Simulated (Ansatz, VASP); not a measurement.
# MgC2 in VASP and in Ansatz

```
Mg C
1.0
     4.83585    0.00000    0.00000
     0.00000    4.83585    0.00000
     0.00000    0.00000    4.83585
Mg C
2 4
Direct
  0.00000 0.00000 0.00000
  0.50000 0.50000 0.50000
  0.25000 0.25000 0.25000
  0.75000 0.75000 0.25000
  0.75000 0.25000 0.75000
  0.25000 0.75000 0.75000
```

Alike in both runs: functional PBE; k mesh 8 × 8 × 8; occupations gaussian, width 0.1 eV; no spin polarisation.

Ansatz relaxed the structure, and its values are those at the end. VASP's run is a single point on that final structure, the one shown.

|  | VASP | Ansatz |
| --- | --- | --- |
| version | VASP 6.6.1 | Ansatz 0.2.0 |
| potentials or method | VASP PAW PBE potentials, release 64 (Mg, C) | scalar-relativistic, plane waves, PAW |
| plane-wave cutoff (eV) | 520 | 420 |
| valence electrons in the cell | 20 | 36 |

```tsv
	VASP	Ansatz	Ansatz less VASP
gap on the k mesh at the Fermi level (eV)	none	none	-
pressure (GPa)	0.0	0.0	+0.04
```

A gap of «none» marks a metal or a gap that the smearing closes. The two sets of potentials don't hold the same shells in valence.
